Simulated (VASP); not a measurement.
VASP ran on this input.

File KPOINTS:
```
Automatic mesh
0
Gamma
10 10 10
0 0 0
```

**POSCAR**
```
MgO
1.0
  0.0000000000   2.1217397540   2.1217397540
  2.1217397540   0.0000000000   2.1217397540
  2.1217397540   2.1217397540   0.0000000000
Mg O
1 1
Cartesian
  0.0000000000   0.0000000000   0.0000000000
  2.1217397540   2.1217397540   2.1217397540
```

INCAR:
```
! general
SYSTEM = MgO
PREC   = Accurate
ENCUT  = 480
LREAL  = F
LASPH  = T

! electronic loop
EDIFF  = 1E-6
NELM   = 100
ALGO   = Normal

! smearing
ISMEAR = 0
SIGMA  = 0.05

! functional
GGA    = PE

! ions
IBRION = 2
NSW    = 60
ISIF   = 3
EDIFFG = -0.01

! output
LWAVE  = F
LCHARG = F
```

POTCAR, in this order: Mg O (PBE.64 set). Program: vasp_std.

Q: Translate this PBE calculation to Quantum ESPRESSO's pw.x.

A: One equivalent input (not run):
```
&CONTROL
  calculation = 'vc-relax'
  pseudo_dir = './pseudo'
  outdir = './out'
  tprnfor = .true.
  tstress = .true.
  nstep = 60
  forc_conv_thr = 0.00039
/
&SYSTEM
  ibrav = 0
  nat = 2
  ntyp = 2
  ecutwfc = 84
  occupations = 'smearing'
  smearing = 'gaussian'
  degauss = 0.003675
  input_dft = 'pbe'
/
&ELECTRONS
  conv_thr = 7.3e-08
  electron_maxstep = 100
/
&IONS
/
&CELL
/
ATOMIC_SPECIES
  Mg 24.305 Mg.upf
  O 15.999 O.upf
CELL_PARAMETERS angstrom
     0.0000000    2.1217398    2.1217398
     2.1217398    0.0000000    2.1217398
     2.1217398    2.1217398    0.0000000
ATOMIC_POSITIONS crystal
  Mg   0.0000000  0.0000000  0.0000000
  O    0.5000000  0.5000000  0.5000000
K_POINTS automatic
  10 10 10 0 0 0
```
What does not carry over: the potentials are each code's own (VASP's PAW set, PseudoDojo norm-conserving files in pw.x), so ENCUT and ecutwfc are chosen apart and not converted; conv_thr bounds pw.x's estimated SCF error, while EDIFF bounds the energy change between steps; forc_conv_thr acts on force components and is met together with etot_conv_thr.

The compound is MgO in the rock salt structure. It was relaxed first. The start is the result of an earlier pass.
